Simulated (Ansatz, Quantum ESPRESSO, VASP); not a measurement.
One structure in several programs: CsCaH₃ (P1, 5 atoms in the cell)

Self-consistent single point, at a second geometry (atoms moved at random). First geometry:

```yaml
crystal:
  lattice:
    - [4.62119, 0.00000, 0.00000]
    - [0.00000, 4.62119, 0.00000]
    - [0.00000, 0.00000, 4.62119]
  atoms:
    - { symbol: Cs, position: [0.00000, 0.00000, 0.00000] }
    - { symbol: Ca, position: [0.50000, 0.50000, 0.50000] }
    - { symbol: H, position: [0.50000, 0.00000, 0.50000] }
    - { symbol: H, position: [0.00000, 0.50000, 0.50000] }
    - { symbol: H, position: [0.50000, 0.50000, 0.00000] }
```

Second geometry:
```yaml
crystal:
  lattice:
    - [4.62119, 0.00000, 0.00000]
    - [0.00000, 4.62119, 0.00000]
    - [0.00000, 0.00000, 4.62119]
  atoms:
    - { symbol: Cs, position: [0.99625, 0.98184, 0.99741] }
    - { symbol: Ca, position: [0.50682, 0.50318, 0.49919] }
    - { symbol: H, position: [0.50080, 0.00599, 0.50391] }
    - { symbol: H, position: [0.99610, 0.50201, 0.49841] }
    - { symbol: H, position: [0.50001, 0.50699, 0.00108] }
```

Shared settings, as Ansatz (an electronic-structure program) writes them: kpoints.mp_grid.grid = 6 6 6; scf.occupations.method = fermi_dirac; scf.occupations.width = 0.0007 Ry. Potentials and cutoffs stand in the table.

| code | model | ΔF from the first geometry (meV/atom) | pressure (GPa) | largest force (eV/Å) | gap on the mesh (eV) | cutoff |
|---|---|---|---|---|---|---|
| VASP | PBEsol, VASP's PBE PAW potentials (set 64) | 2.6 | -1.77 | 0.205 | 2.929 | 300 eV |
| Ansatz | PBEsol, default PAW files made with PBE | 2.5 | -1.20 | 0.200 | 2.951 | 30.9 Ry |
| Quantum ESPRESSO | PBEsol, PseudoDojo standard norm-conserving (PBESOL) pseudopotentials | 2.5 | -1.18 | 0.200 | 2.952 | 75 Ry |

Size of the force on each atom (eV/Å): Sizes of forces hide their directions.

```tsv
code	Cs1	Ca2	H3	H4	H5
VASP	0.154	0.205	0.073	0.142	0.036
Ansatz	0.152	0.200	0.072	0.136	0.035
Quantum ESPRESSO	0.151	0.200	0.072	0.135	0.035
```

Gaps are read on the mesh.

The spread over the programs that give each value: ΔF from the first geometry within 0.1 meV/atom; pressure within 0.59 GPa; largest force within 0.005 eV/Å; gap on the mesh within 0.023 eV.

Ansatz's pressure is given at a fixed set of plane waves, as the other plane-wave codes print theirs; with its correction for the finite basis it is -1.15 GPa.

VASP's run is marked for a possible Pulay error in its stress at this cutoff; no cutoff test was made.

The starting cell comes from a database of computed structures (which also holds hypothetical and non-ambient phases and stackings), without a prior relaxation at this level. For this run, on top of that: atoms moved at random.

Left out of this page: ABINIT (with a known weakness of the program); CP2K and SIESTA (not drawn, or without a comparable value).

Keys are those of Ansatz 0.2.
